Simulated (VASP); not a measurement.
Output of a VASP run:

OUTCAR:
```
 ion  position               nearest neighbor table
   1  0.333  0.667  0.500-   4 1.88   4 1.88   4 1.88   3 1.90   2 3.08   2 3.08   2 3.08   2 3.08
                             2 3.08   2 3.08
   2  0.667  0.333  1.000-   3 1.88   3 1.88   3 1.88   4 1.90   1 3.08   1 3.08   1 3.08   1 3.08
                             1 3.08   1 3.08
   3  0.333  0.667  0.875-   2 1.88   2 1.88   2 1.88   1 1.90
   4  0.667  0.333  0.375-   1 1.88   1 1.88   1 1.88   2 1.90
  LATTYP: Found a hexagonal cell.
 ALAT       =     3.0735100000
 C/A-ratio  =     1.6415271140
 Subroutine PRICEL returns:
 Original cell was already a primitive cell.
 Subroutine GETGRP returns: Found 12 space group operations
The static configuration has the point symmetry C_3v.
 The point group associated with its full space group is C_6v.
The dynamic configuration has the point symmetry C_3v.
 Subroutine INISYM returns: Found 12 space group operations
 Subroutine IBZKPT returns following result:
 Found     21 irreducible k-points:

 Following reciprocal coordinates:
            Coordinates               Weight
  0.000000  0.000000  0.000000      1.000000
  0.166667  0.000000  0.000000      6.000000
  0.333333  0.000000  0.000000      6.000000
  0.500000  0.000000  0.000000      3.000000
  0.166667  0.166667  0.000000      6.000000
  0.333333  0.166667  0.000000     12.000000
  0.333333  0.333333  0.000000      2.000000
  0.000000  0.000000  0.250000      2.000000
  0.166667  0.000000  0.250000     12.000000
  0.333333  0.000000  0.250000     12.000000
  0.500000  0.000000  0.250000      6.000000
  0.166667  0.166667  0.250000     12.000000
  0.333333  0.166667  0.250000     24.000000
  0.333333  0.333333  0.250000      4.000000
  0.000000  0.000000  0.500000      1.000000
  0.166667  0.000000  0.500000      6.000000
  0.333333  0.000000  0.500000      6.000000
  0.500000  0.000000  0.500000      3.000000
  0.166667  0.166667  0.500000      6.000000
  0.333333  0.166667  0.500000     12.000000
  0.333333  0.333333  0.500000      2.000000
   k-points           NKPTS =     21   k-points in BZ     NKDIM =     21   number of bands    NBANDS=     12
   number of dos      NEDOS =    301   number of ions     NIONS =      4
   total plane-waves  NPLWV =  14400
   dimension x,y,z NGX =    20 NGY =   20 NGZ =   36
   dimension x,y,z NGXF=    40 NGYF=   40 NGZF=   72
   ions per type =               2   2
   PREC   = accura    normal or accurate (medium, high low for compatibility)
   ISTART =      0    job   : 0-new  1-cont  2-samecut
   ICHARG =      2    charge: 1-file 2-atom 10-const
   ISPIN  =      1    spin polarized calculation?
   LNONCOLLINEAR =      F non collinear calculations
   LSORBIT =      F    spin-orbit coupling
   INIWAV =      1    electr: 0-lowe 1-rand  2-diag
   ENCUT  =  400.0 eV  29.40 Ry    5.42 a.u.   5.01  5.01  8.23*2*pi/ulx,y,z
   NELM   =    100;   NELMIN=  2; NELMDL= -5     # of ELM steps
   EDIFF  = 0.1E-05   stopping-criterion for ELM
   LREAL  =      F    real-space projection
   NLSPLINE    = F    spline interpolate recip. space projectors
   LMAXMIX     =    2 max onsite mixed and CHGCAR
   VOSKOWN=      0    Vosko Wilk Nusair interpolation
   EDIFFG = 0.1E-04   stopping-criterion for IOM
   NSW    =      0    number of steps for IOM
   NBLOCK =      1;   KBLOCK =      1    inner block; outer block
   IBRION =     -1    ionic relax: 0-MD 1-quasi-New 2-CG
   NFREE  =      0    steps in history (QN), initial steepest desc. (CG)
   ISIF   =      2    stress and relaxation
   ISYM   =      2    0-nonsym 1-usesym 2-fastsym
   TEIN   =    0.0    initial temperature
   TEBEG  =    0.0;   TEEND  =   0.0 temperature during run
   SMASS  =  -3.00    Nose mass-parameter (am)
   PSTRESS=    0.0 pullay stress
   NELECT =      16.0000    total number of electrons
   EFERMI =   0.00;   METHOD = LEGACY
   ISMEAR =    -1;   SIGMA  =   0.02  broadening in eV -4-tet -1-fermi 0-gaus
   IALGO  =     38    algorithm
   LDIAG  =      T    sub-space diagonalisation (order eigenvalues)
   IMIX   =      4    mixing-type and parameters
...
```

**OSZICAR**
```
       N       E                     dE             d eps       ncg     rms          rms(c)
DAV:   1     0.271071803960E+02    0.27107E+02   -0.63041E+03   504   0.962E+02
DAV:   2    -0.328440594370E+02   -0.59951E+02   -0.53334E+02   728   0.171E+02
DAV:   3    -0.353893678786E+02   -0.25453E+01   -0.25340E+01   660   0.357E+01
DAV:   4    -0.354165605157E+02   -0.27193E-01   -0.27173E-01   624   0.430E+00
DAV:   5    -0.354170485339E+02   -0.48802E-03   -0.48796E-03   656   0.528E-01    0.124E+01
DAV:   6    -0.319804211172E+02    0.34366E+01   -0.97242E+00   608   0.197E+01    0.567E+00
DAV:   7    -0.318473121893E+02    0.13311E+00   -0.88180E-01   636   0.616E+00    0.242E+00
DAV:   8    -0.318200695661E+02    0.27243E-01   -0.50338E-02   580   0.160E+00    0.498E-01
DAV:   9    -0.318179767840E+02    0.20928E-02   -0.58370E-03   588   0.557E-01    0.130E-01
DAV:  10    -0.318180842277E+02   -0.10744E-03   -0.41484E-04   588   0.152E-01    0.497E-02
DAV:  11    -0.318180838625E+02    0.36521E-06   -0.38946E-05   624   0.512E-02    0.105E-02
DAV:  12    -0.318180843222E+02   -0.45969E-06   -0.19954E-06   424   0.106E-02
   1 F= -.31818084E+02 E0= -.31818084E+02  d E =-.578296E-11
```

**OUTCAR**
```
------------------------ aborting loop because EDIFF is reached ----------------------------------------
  FORCE on cell =-STRESS in cart. coord.  units (eV):
  Direction    XX          YY          ZZ          XY          YZ          ZX
  --------------------------------------------------------------------------------------
  Total       -0.0755657     -0.0755657     -0.1510294      0.0000000      0.0000000     -0.0000000
  in kB       -2.9332735     -2.9332741     -5.8625898      0.0000000      0.0000000     -0.0000000
  external PRESSURE =      -3.9097125 kB  Pullay stress =       0.0000000 kB
  volume of cell :       41.27
      direct lattice vectors                 reciprocal lattice vectors
     3.073510000  0.000000000  0.000000000     0.325360907  0.187847189  0.000000000
    -1.536755000  2.661738000  0.000000000     0.000000000  0.375694377  0.000000000
     0.000000000  0.000000000  5.045250000     0.000000000  0.000000000  0.198206234
  FREE ENERGIE OF THE ION-ELECTRON SYSTEM (eV)
  ---------------------------------------------------
  free  energy   TOTEN  =       -31.8180843222 eV

  energy  without entropy=      -31.8180843222  energy(sigma->0) =      -31.81808432
```
(Selected blocks of OUTCAR.)

File POSCAR:
```
SiC
1
    3.0735100000     0.0000000000     0.0000000000
   -1.5367550000     2.6617380000     0.0000000000
    0.0000000000     0.0000000000     5.0452500000
Si C
2 2
Direct
  0.3333330000   0.6666670000   0.4996000000
  0.6666670000   0.3333330000   0.9996000000
  0.3333330000   0.6666670000   0.8754000000
  0.6666670000   0.3333330000   0.3754000000
```

**Question.** Write an INCAR and KPOINTS that could have produced this output.

**Answer.** Several could match; the one computed here: the input of the run itself, PBEsol GGA, plane waves, VASP's PBE PAW potentials (set 64).

**KPOINTS**
```
kpoints
0
Gamma
 6 6 4
```

### INCAR
```
SYSTEM  =  SiC
PREC  =  Accurate; ENCUT  =  400; LREAL  =  .FALSE.
LASPH  =  .TRUE.
EDIFF  =  1E-6; NELM  =  100; ALGO  =  Normal
ISMEAR  =  -1; SIGMA  =  0.02
GGA  =  PS
ISIF  =  2
LWAVE  =  .FALSE.; LCHARG  =  .FALSE.
```

POTCAR, in this order: Si C (PBE.64 set). Program: vasp_std.

At this cut-off the stress carries a Pulay error, which pulls relaxed volumes low.

The structure comes from a computed database's SiC entry (P6_3mc); how it stands against other phases isn't given here. The cell was not relaxed at this level. The run is one of a series of settings (GGA = PS against the base run), some of them coarse on purpose.
